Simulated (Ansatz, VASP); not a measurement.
**Cross-check of FeSi2 (Linzhiite) between VASP and Ansatz**

One calculation is typed for both programs; each brings its own data sets. How far apart do they land? The cell is taken from a series of runs on this material, whose earlier steps may have relaxed, scaled, displaced or heated it; both programs get it as it stands.

Calculated with Ansatz 0.2.0; plane waves, with VASP 6.6.1 beside it; zone-centre phonons at LDA.

## (1) Set-up

It takes space group P4/mmm (No. 123, tetragonal). The conventional cell has a = 2.649 Å, b = 2.649 Å, c = 5.055 Å, α = 90.00°, β = 90.00°, γ = 90.00°. Nearest to Si lie 1 Si at 2.31 Å and 4 Fe at 2.32 Å. Nearest to Fe lie 8 Si at 2.32 Å. Farther neighbours are not listed.

## (2) Ansatz: zone-centre phonons, LDA

Ansatz runs on its PAW soft_1 files.

Second derivatives magnify differences that forces hide, and they need a tight electronic threshold.

The input, input.yaml:

```yaml
crystal:
  lattice:
    - [2.6486664309, 0.0, 0.0]
    - [0.0, 2.6486664309, 0.0]
    - [0.0, 0.0, 5.0549922352]
  atoms:
    - { symbol: Si, position: [0.5, 0.5, 0.2717573266] }
    - { symbol: Si, position: [0.5, 0.5, 0.7282426734] }
    - { symbol: Fe, position: [0.0, 0.0, 0.0] }
kpoints:
  mp_grid: { grid: [16, 16, 8] }
hamiltonian:
  xc: lda
  pseudopotentials: { kind: paw, azcp: { folder: soft_1 }, xc_functional: pbe }
scf:
  occupations: { method: methfessel_paxton, width: 0.2 }
output:
  eigenvalues: true
phonons:
  method: dfpt
```

Run with:

```console
ansatz run input.yaml --threads 4 --pin off --max-ram 10240MiB --backend cpu --events-out ev --progress --plain --runs-dir out
```

Numbers of over 12 decimals in the logs are rounded to 6 here.

Output:

```text
zone centre: on kpoints.mp_grid the ground state, and the responses unless they are solved on pairs of k-points, stand on 405 of the mesh's 2048 k-points, reduced under 4 symmetry operations, with k and −k counted as one. Each operation leaves every solved displacement unchanged or reverses it
Engine: ansatz 0.2.0, x86_64-unknown-linux-gnu
Pseudopotentials: kind: paw
Pseudopotential: Si, paw, valence charge 4, recommended cutoff 420 eV (normal), soft_1/Si.paw.azcp
Pseudopotential: Fe, paw, valence charge 16, recommended cutoff 420 eV (normal), soft_1/Fe.paw.azcp
Functional definition: SPW92
  exchange = slater_x
  correlation = pw_c
Crystal: 3 atoms, lattice volume = 35.463 Å³
Basis set: ecut = 420 eV, 701 PW (Γ), exchange–correlation on 36×36×72 points (8 copies of the dense FFT grid, shifted against one another)
Bands: 16, of which v1, the nominal top of the filled ones, is band 12 counted from 1 (11 counted from 0)
Symmetry: 16 space group operations
k-points: 405 of 2048 (irreducible under 4 space group operations, time reversal used)
Non-local potential: Si, projectors of the file, l = 0: 2, l = 1: 2, l = 2: 1
Non-local potential: Fe, projectors of the file, l = 0: 3, l = 1: 2, l = 2: 3, l = 3: 1
PAW form: soft (Blöchl's): semilocal exchange-correlation on the pseudo side does not see the compensation charge
PAW frozen core: Si, regenerated for the run's functional, and the local potential with it (the file was generated under x = pbe(κ = 0.804, μ = 0.219515), c = pbe(β = 0.066725))
PAW frozen core: Fe, regenerated for the run's functional, and the local potential with it (the file was generated under x = pbe(κ = 0.804, μ = 0.219515), c = pbe(β = 0.066725))
PAW one-centre angular grid: Si, 110 points (default); XC on 64 Gauss nodes
PAW one-centre angular grid: Fe, 590 points (default); XC on 64 Gauss nodes
Initial density: superposition of atomic densities (chi_scale 0.1, normalization cell, long waves kept (reshape's long-wave potential 0.00 eV rms))
Initial wavefunctions: pseudopotential atomic-orbital guess
Functional: x = slater, c = lda
SCF iter   1: F=—  HF=-5640.708863 eV  |F-HF|=—  |Δ(HF+E_count)|=         —  Δρ=1.28e-1  dr2=1.27e1  ethr=3.10e-3  ⟨swp⟩=5.0  Hψ=34485  notcnv=0
preconditioner: auto → none  [metal: Δε(μ)=0.024 eV  Ē_g=8.311 eV  σ=0.200 eV  W_gap=0.10  n_scr=8 (ndim 8)  ℏωp=24.9 eV  f_vac=0.000  D(μ)=1.63/eV (n_scr^D=16)  sad-step TF]
SCF iter   2: F=—  HF=-5640.401055 eV  |F-HF|=—  |Δ(HF+E_count)|=   3.08e-1  S|Δr|=    0.00e0  Δρ=1.43e-1  dr2=1.29e1  ethr=3.10e-3  ⟨swp⟩=2.0  Hψ=11108  notcnv=0
SCF iter   3: F=—  HF=-5639.058221 eV  |F-HF|=—  |Δ(HF+E_count)|=    1.34e0  S|Δr|=    0.00e0  Δρ=5.10e-2  dr2=9.66e-1  ethr=3.10e-3  ⟨swp⟩=3.1  Hψ=12375  notcnv=0
SCF iter   4: F=—  HF=-5638.940736 eV  |F-HF|=—  |Δ(HF+E_count)|=   1.17e-1  S|Δr|=    0.00e0  Δρ=1.12e-2  dr2=1.00e-1  ethr=3.10e-3  ⟨swp⟩=2.6  Hψ=12857  notcnv=0
SCF iter   5: F=—  HF=-5638.906624 eV  |F-HF|=—  |Δ(HF+E_count)|=   3.41e-2  S|Δr|=    0.00e0  Δρ=3.30e-3  dr2=2.31e-3  ethr=4.18e-4  ⟨swp⟩=2.0  Hψ=10739  notcnv=0
SCF iter   6: F=—  HF=-5638.906429 eV  |F-HF|=—  |Δ(HF+E_count)|=   1.95e-4  S|Δr|=    0.00e0  Δρ=4.69e-4  dr2=2.02e-5  ethr=9.62e-6  ⟨swp⟩=2.1  Hψ=9425  notcnv=0
SCF iter   7: F=—  HF=-5638.906424 eV  |F-HF|=—  |Δ(HF+E_count)|=   5.62e-6  S|Δr|=    0.00e0  Δρ=9.12e-5  dr2=1.49e-6  ethr=8.43e-8  ⟨swp⟩=2.0  Hψ=11268  notcnv=0
SCF iter   8: F=—  HF=-5638.906424 eV  |F-HF|=—  |Δ(HF+E_count)|=   2.73e-7  S|Δr|=    0.00e0  Δρ=1.38e-5  dr2=2.74e-8  ethr=6.20e-9  ⟨swp⟩=2.3  Hψ=9671  notcnv=0
SCF iter   9: F=—  HF=-5638.906424 eV  |F-HF|=—  |Δ(HF+E_count)|=   2.18e-9  S|Δr|=    0.00e0  Δρ=1.96e-6  dr2=4.92e-10  ethr=1.14e-10  ⟨swp⟩=2.5  Hψ=11307  notcnv=0
SCF iter  10: F=-5638.906424 eV  HF=-5638.906424 eV  |F-HF|=2.73e-12  |Δ(HF+E_count)|=  1.16e-10  S|Δr|=    0.00e0  Δρ=1.47e-7  dr2=3.31e-12  ethr=1.00e-12  ⟨swp⟩=4.4  Hψ=33118  notcnv=0
the search or the solves at the SCF's close seem to have found levels that the self-consistency loop had missed (the run counts 3). By its estimate they hold under 1e-12 electrons; where the run keeps them, the occupations were computed again with them
SCF 1 converged in 10 iterations: F = -5638.906424 eV  dr2 = 3.31e-12
  greatest PAW one-centre occupation: 1.001 electrons in one spin orbital (limit 2), on the Fe atom at site 2 (counted from 0), in its partial waves of l = 1
DFPT response loops at Γ: preconditioner auto → Kerker (q_TF=auto, 2.556 Å⁻¹) (partly filled bands, converged f_vac=0.000); β = 1.00, the filter's whole step (`scf.mixing.beta` (0.50) is not read by the response loops under this deck's `scf.mixing.preconditioner`; to damp them name `kerker` or `kerker_dos`, under which they read `scf.mixing.beta`, and type it under 1.00, their step now; both keys bind the ground state too); Broyden in place of MSR1
SCF converged after 10 iterations
Stability not checked: this state was not tested for a lower state beside it, because cold or Methfessel-Paxton smearing, or corrected tetrahedra, fill the levels in a way that the test cannot read (fill_not_monotonic; see scf.lower_state_search)
Free energy (F): -5638.906424 eV
Harris-Foulkes:  -5638.906424 eV  (|F-HF|=2.73e-12)
Internal energy: -5638.907633 eV  (E = F + TS)
E sigma→0 (E₀):  -5638.906726 eV
Entropy (-TS):   0.001209 eV (0.403 meV/atom)
Fermi energy:    14.735442 eV
Step filling:    the computed levels leave a gap of 0.0000 eV = 0.0 smearing widths at the electron count; against every level under it full and every level over it empty, smearing changes F+E_penalty+E_count by +0.759 meV and its σ→0 estimate by +0.457 meV
--- Per-component energies (eV) ---
  E_band       = -212.868127
  E_kinetic    = 430.174001
  E_local      = -3533.174173  (includes V_loc(G=0)·N_el)
  E_nonlocal   = 339.665819
  E_hartree    = 1564.830652
  E_xc         = -228.990432
  E_vxc        = -247.278921  (∫ρ·V_xc dr)
  E_paw        = -2292.379350  (= ΣΔE_a)
  E_vpaw       = -331.915404  (= ΣTr[D̂ρ^β])
  E_aug_tail   = -0.000708  (compensation charges beyond the density's cutoff)
  E_ewald      = -1919.603641
  E_core_change = 0.570198  (= ΣΔE_core)
  E_smearing   = 0.001209  (= −TS)
  E_closure    = -0.000000  (closes the sum)
  Σ components = -5638.906424   (vs F -5638.906424, Δ=0.00e0)
--- Band table (eV; the first three rows and the last of 405) ---
  k-point 0: bands = [... 8 lower, 12.9701, 13.1493, 13.1493, 14.1058, 19.4459, 19.4459, 21.4117, 21.9805]
  k-point 1: bands = [... 8 lower, 12.9352, 13.1424, 13.1424, 14.1059, 19.5493, 19.5493, 20.4018, 21.7749]
  k-point 2: bands = [... 8 lower, 12.8095, 13.1258, 13.1258, 14.1060, 18.9552, 19.8481, 19.8481, 21.4461]
  k-point 404: bands = [... 8 lower, 11.4122, 11.4122, 12.8310, 14.9169, 15.1074, 15.1074, 15.8516, 17.8777]
--- Phonons (Γ-DFPT): 4 representative perturbations + reference, on 405 of 2048 k-points (Σ response iterations 18) ---
  k mesh reduced under 4 symmetry operations, with k and −k counted as one. Each operation leaves every solved displacement unchanged or reverses it
  ASR residual: 6.860e-5 → 0.000e0 eV/Å²; symmetrization residual: 2.005e-6 eV/Å²
  ASR residual per site (eV/Å²): 3.68e-5 3.68e-5 6.86e-5
  Γ frequencies (cm⁻¹): 0.00 0.00 0.00 234.34 234.34 300.43 300.43 373.10 576.33
  non-analytic LO–TO correction: not included (Born effective charges unavailable; polar crystals: no LO–TO splitting at Γ)
```

Reading the cycles: dr2 is the Hartree energy of the density residual (eV), the measure of convergence; HF is the Harris–Foulkes estimate of the energy, which meets the free energy F at convergence.

(Part 1 of 2 ends here.)

[Lines on the potential files, build, host, timing and source positions are cut from VASP's logs without a mark.]

[Logs are printed without paths, hosts, clocks, repeated set-up lines and the standing remarks that a program may print on its own settings, such as how far it seeks lower states.]

[Hosts, paths, dates, database ids (printed as entryN), source tags and the programs' standing remarks are cut or masked in the printed files.]
